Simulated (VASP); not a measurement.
Consider the following.

```xyz
1
Lattice="0.0000 1.7309 1.7309 1.7309 0.0000 1.7309 1.7309 1.7309 0.0000" Properties=species:S:1:pos:R:3 pbc="T T T"
Ni     0.0000     0.0000     0.0000
```
Starting moments (μB, in the order of the record's atoms Ni): 0.8.

Level of theory: MS2 meta-GGA, VASP's PBE PAW potentials (set 64) (plane waves; VASP). Settings: 520 eV cut-off, 20×20×20 Γ-centred mesh, tetrahedra with Blöchl corrections, potentials Ni.

### Question
Give the spin-up energies of bands 1 to 6 at the high-symmetry points, in eV from the Fermi level.

### Answer

```csv
band,Γ,X,U,L,W
1,-9.72,-5.30,-4.62,-5.54,-4.37
2,-3.06,-4.93,-4.37,-2.97,-3.72
3,-3.06,-0.98,-2.70,-2.97,-3.72
4,-3.06,-0.98,-1.50,-1.05,-1.75
5,-1.67,-0.91,-1.25,-1.05,-0.98
6,-1.67,2.17,5.60,-0.71,7.70
```

### Question
Give the spin-down energies of bands 1 to 6 at the high-symmetry points, in eV from the Fermi level.

### Answer

```
band      Γ      X      U      L      W
----  -----  -----  -----  -----  -----
1     -9.77  -5.17  -4.37  -4.74  -4.22
2     -1.64  -3.77  -3.37  -2.37  -2.58
3     -1.64  -0.65  -1.53  -2.37  -2.58
4     -1.64   0.68  -1.26  -0.77  -1.51
5     -1.42   0.68   0.38   0.13   0.68
6     -1.42   2.16   6.07   0.13   8.12
```

It has no gap at this level: it comes out as a metal or semimetal.

The compound is Ni in the fcc structure. It was relaxed first.
